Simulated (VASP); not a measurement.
VASP input:

File POSCAR:
```
SiNi3
3.5278190
  1.0000000000   0.0000000000   0.0000000000
  0.0000000000   1.0000000000   0.0000000000
  0.0000000000   0.0000000000   1.0000000000
Si Ni
1 3
Cart
  0.0000000000   0.0000000000   0.0000000000
  0.0000000000   0.5000000000   0.5000000000
  0.5000000000   0.0000000000   0.5000000000
  0.5000000000   0.5000000000   0.0000000000
```

File KPOINTS:
```
Automatic mesh
0
Gamma
6 6 6
0 0 0
```

INCAR:
```
SYSTEM = SiNi3
PREC = Accurate; ENCUT = 240; LREAL = .FALSE.
LASPH = .TRUE.
EDIFF = 1E-6; NELM = 100; ALGO = Normal
LMAXMIX = 4
ISMEAR = -1; SIGMA = 0.136
ISIF = 2
LWAVE = .FALSE.; LCHARG = .FALSE.
```

POTCAR, in this order: Si Ni (LDA.64 set). Program: vasp_std.

Translate this LDA calculation to Ansatz.

One equivalent input (not run):
Ansatz 0.2 input:
```yaml
crystal:
  lattice:
    - [3.5278190, 0.0000000, 0.0000000]
    - [0.0000000, 3.5278190, 0.0000000]
    - [0.0000000, 0.0000000, 3.5278190]
  atoms:
    - { symbol: Si, position: [0.0000000, 0.0000000, 0.0000000] }
    - { symbol: Ni, position: [0.0000000, 0.5000000, 0.5000000] }
    - { symbol: Ni, position: [0.5000000, 0.0000000, 0.5000000] }
    - { symbol: Ni, position: [0.5000000, 0.5000000, 0.0000000] }
kpoints:
  mp_grid: { grid: [6, 6, 6] }
hamiltonian:
  xc: lda
  pseudopotentials: { kind: paw }
scf:
  occupations: { method: fermi_dirac, width: 0.136 }
  max_iter: 100
output: { forces: true, stress: true, eigenvalues: true }
```
Limits of the translation: each code has its own PAW files, so the cut-off isn't converted (ENCUT is set for VASP's; basis.ecutwfc is left out, and Ansatz then takes the one that its files recommend); Ansatz stops its SCF on the density residual and VASP on the energy change (EDIFF); Ansatz's lda is the Perdew-Wang form, while the LDA potentials of VASP carry Perdew-Zunger's.

The structure comes from a computed database's SiNi3 entry; how it stands against other phases isn't given here. The cell was not relaxed at this level. The run is one of a series of settings (ENCUT = 240, GGA removed, ISMEAR = -1, SIGMA = 0.136, KPOINTS 6×6×6 Γ-centred mesh, POTCAR Si Ni (LDA.64 set) against the base run), some of them coarse on purpose.
